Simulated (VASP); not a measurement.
An input for Quantum ESPRESSO's pw.x (written as the equivalent of a VASP run, and not itself run):

```
&CONTROL
  calculation = 'scf'
  pseudo_dir = './pseudo'
  outdir = './out'
  tprnfor = .true.
  tstress = .true.
/
&SYSTEM
  ibrav = 0
  nat = 5
  ntyp = 3
  ecutwfc = 84
  occupations = 'tetrahedra'
  input_dft = 'vdw-df-obk8'
/
&ELECTRONS
  conv_thr = 7.3e-09
  electron_maxstep = 100
/
ATOMIC_SPECIES
  Ba 137.327 Ba.upf
  Hf 178.490 Hf.upf
  O 15.999 O.upf
CELL_PARAMETERS angstrom
     4.1886860    0.0000000    0.0000000
     0.0000000    4.1886860    0.0000000
     0.0000000    0.0000000    4.1886860
ATOMIC_POSITIONS crystal
  Ba   0.0000000  0.0000000  0.0000000
  Hf   0.5000000  0.5000000  0.5000000
  O    0.5000000  0.0000000  0.5000000
  O    0.0000000  0.5000000  0.5000000
  O    0.5000000  0.5000000  0.0000000
K_POINTS automatic
  6 6 6 0 0 0
```

Question: Write the VASP files for the same calculation (optB88-vdW).

Answer: This is not unique; one that fits is 
POSCAR:
```
BaHfO3
8.3773720
  0.5000000008   0.0000000000   0.0000000000
  0.0000000000   0.5000000008   0.0000000000
  0.0000000000   0.0000000000   0.5000000008
Ba Hf O
1 1 3
Direct
  0.0000000000   0.0000000000   0.0000000000
  0.5000000000   0.5000000000   0.5000000000
  0.5000000000   0.0000000000   0.5000000000
  0.0000000000   0.5000000000   0.5000000000
  0.5000000000   0.5000000000   0.0000000000
```

**KPOINTS**
```
Automatic mesh
0
Gamma
6 6 6
0 0 0
```

**INCAR**
```
# general
SYSTEM   = BaHfO3
PREC     = Accurate
ENCUT    = 520
LREAL    = .False.
LASPH    = .True.

# electronic loop
EDIFF    = 1E-7
NELM     = 100
ALGO     = Normal
LMAXMIX  = 6

# smearing
ISMEAR   = -5

# functional
GGA      = BO
LUSE_VDW = .True.
AGGAC    = 0.0
PARAM1   = 0.1833333333
PARAM2   = 0.22

# ions
ISIF     = 2

# output
LWAVE    = .False.
LCHARG   = .True.
LORBIT   = 11
NEDOS    = 601

# other
LEFG     = .True.
```

POTCAR, in this order: Ba_sv Hf_pv O (PBE.64 set). Program: vasp_std.

What does not carry over: the potentials are each code's own (VASP's PAW set, PseudoDojo norm-conserving files in pw.x), so ENCUT and ecutwfc are chosen apart and not converted; conv_thr bounds pw.x's estimated SCF error, while EDIFF bounds the energy change between steps; the field gradients of LEFG aren't asked of the other code.

The compound is BaHfO3 in the cubic perovskite structure. It was relaxed first.
